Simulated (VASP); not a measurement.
A convergence study with VASP on Si (diamond): one setting is varied, all else stays as given below, so the limit is that of these other settings. ε∞ is the independent-particle value.

```yaml
crystal:
  lattice:
    - [0.00000, 2.71550, 2.71550]
    - [2.71550, 0.00000, 2.71550]
    - [2.71550, 2.71550, 0.00000]
  atoms:
    - { symbol: Si, position: [0.00000, 0.00000, 0.00000] }
    - { symbol: Si, position: [0.25000, 0.25000, 0.25000] }
```

These are LDA (Ceperley-Alder, Perdew-Zunger), VASP's LDA PAW potentials (set 64) (plane waves; VASP 6.6.1) values and carry that method's errors. The tightest run used: 550 eV cut-off, 7×7×7 Γ-centred mesh, Gaussian smearing of 0.050 eV, potentials Si.

The settings run are NBANDS = 5; NBANDS = 6; NBANDS = 8; NBANDS = 12; NBANDS = 20; NBANDS = 36; NBANDS = 68; NBANDS = 132. From which on does the mean ε∞ stay within 0.05  of the tightest run?

From NBANDS = 12 on: it is off by 0.03 there and by no more than 0.05 in any finer run, while NBANDS = 8 is off by 0.23.
```csv
setting,mean ε∞,bands,difference judged ()
NBANDS = 5,12.84,5,3.55
NBANDS = 6,14.75,6,1.64
NBANDS = 8,16.16,8,0.23
NBANDS = 12,16.36,12,0.03
NBANDS = 20,16.37,20,0.02
NBANDS = 36,16.38,36,0.02
NBANDS = 68,16.38,68,0.01
NBANDS = 132,16.39,132,0.00
```

Left out are rungs that failed or repeat a setting and relaxations that didn't move; long series are thinned to 24 rows.

The compound is Si in the diamond structure. The cell was not relaxed at this level.
